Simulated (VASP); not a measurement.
OSZICAR of a VASP run on LaO (relaxed from the NiAs type structure, space group P6_3/mmc):

OSZICAR:
```
       N       E                     dE             d eps       ncg     rms          rms(c)
DAV:   1     0.404369510438E+03    0.40437E+03   -0.12868E+04  2704   0.253E+03
DAV:   2     0.658145666493E+02   -0.33855E+03   -0.33285E+03  4176   0.407E+02
DAV:   3    -0.211037741814E+02   -0.86918E+02   -0.85976E+02  4680   0.230E+02
DAV:   4    -0.330074971743E+02   -0.11904E+02   -0.11451E+02  4696   0.631E+01
DAV:   5    -0.343827739114E+02   -0.13753E+01   -0.13265E+01  4979   0.264E+01    0.103E+01
DAV:   6    -0.319517815884E+02    0.24310E+01   -0.24872E+01  3995   0.298E+01    0.612E+00
DAV:   7    -0.318016203940E+02    0.15016E+00   -0.27797E+00  5104   0.168E+01    0.287E+00
DAV:   8    -0.317650512790E+02    0.36569E-01   -0.37802E-01  4328   0.543E+00    0.772E-01
DAV:   9    -0.317577164536E+02    0.73348E-02   -0.76284E-02  5304   0.254E+00    0.236E-01
DAV:  10    -0.317585459852E+02   -0.82953E-03   -0.55191E-03  4600   0.703E-01    0.134E-01
DAV:  11    -0.317585829749E+02   -0.36990E-04   -0.32905E-03  4944   0.447E-01    0.390E-02
DAV:  12    -0.317586292977E+02   -0.46323E-04   -0.42252E-04  5168   0.200E-01    0.147E-02
DAV:  13    -0.317586389153E+02   -0.96176E-05   -0.50341E-05  5352   0.610E-02    0.128E-02
DAV:  14    -0.317586402743E+02   -0.13590E-05   -0.22763E-05  4928   0.355E-02    0.359E-03
DAV:  15    -0.317586399863E+02    0.28795E-06   -0.50723E-06  5368   0.217E-02    0.234E-03
DAV:  16    -0.317586400978E+02   -0.11144E-06   -0.84778E-07  4568   0.723E-03    0.146E-03
DAV:  17    -0.317586400655E+02    0.32275E-07   -0.66599E-08  2400   0.320E-03
   1 F= -.31758640E+02 E0= -.31758640E+02  d E =0.000000E+00
```

Problem. Which electronic solver shows in the log?

Solution. It is blocked Davidson (ALGO = Normal, or the opening steps of other solvers). The INCAR had ALGO = Normal.

Problem. Can the final energy be trusted as converged?

Solution. The run converged. It stopped with EDIFF = 1E-7, NELM = 100 (PBEsol GGA, plane waves, VASP's PBE PAW potentials (set 64)).

The structure was generated: LaO was put into the NiAs type type (P6_3/mmc), which need not be its known phase. It was relaxed first, which changed the volume by -32 %.
